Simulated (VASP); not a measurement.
Here is a VASP 6.6.1 calculation.

File INCAR:

```
SYSTEM = SrTiO3
PREC = Accurate ; ENCUT = 600
EDIFF = 1E-6 ; ISMEAR = 0
SIGMA = 0.03 ; LREAL = .False.
LASPH = .True. ; NELM = 80
ALGO = Normal ; ISIF = 3
LWAVE = .False. ; LCHARG = .False.
GGA = PS ; IBRION = 2
NSW = 90 ; EDIFFG = -0.01
PSTRESS = 7.2
```

KPOINTS

```
regular mesh
0
Gamma
  8 8 8
  0 0 0
```

POSCAR

```
SrTiO3
1.0
    3.9052800000      0.0000000000      0.0000000000
    0.0000000000      3.9052800000      0.0000000000
    0.0000000000      0.0000000000      3.9052800000
Sr Ti O
1 1 3
Direct
    0.5000000000      0.5000000000      0.5000000000
    0.0000000000      0.0000000000      0.0000000000
    0.5000000000      0.0000000000      0.0000000000
    0.0000000000      0.5000000000      0.0000000000
    0.0000000000      0.0000000000      0.5000000000
```

Potentials or basis: VASP PAW PBE potentials, release 64 (Sr_sv, Ti_sv, O).

The run is started by

```bash
$ cat potpaw_PBE.64/Sr_sv/POTCAR potpaw_PBE.64/Ti_sv/POTCAR potpaw_PBE.64/O/POTCAR > POTCAR
$ mpirun -np 1 vasp_std > vasp.out
```

Q: What does it give for the space group after relaxing (to 0.05 Å)?

A: Pm-3m (No. 221).

Q: Estimate the relaxed volume.

A: 11.77 Å³/atom.

Final structure:
```xyz
5
Lattice="3.8897 0.0000 0.0000 0.0000 3.8897 0.0000 0.0000 0.0000 3.8897" Properties=species:S:1:pos:R:3 pbc="T T T"
Sr    1.9449    1.9449    1.9449
Ti    0.0000    0.0000    0.0000
O     1.9449    0.0000    0.0000
O     0.0000    1.9449    0.0000
O     0.0000    0.0000    1.9449
```

Caveat: the cell is relaxed towards a set pressure, so the enthalpy falls and the energy may rise; the PAW data sets were made with another functional, which shifts forces and pressure a little.
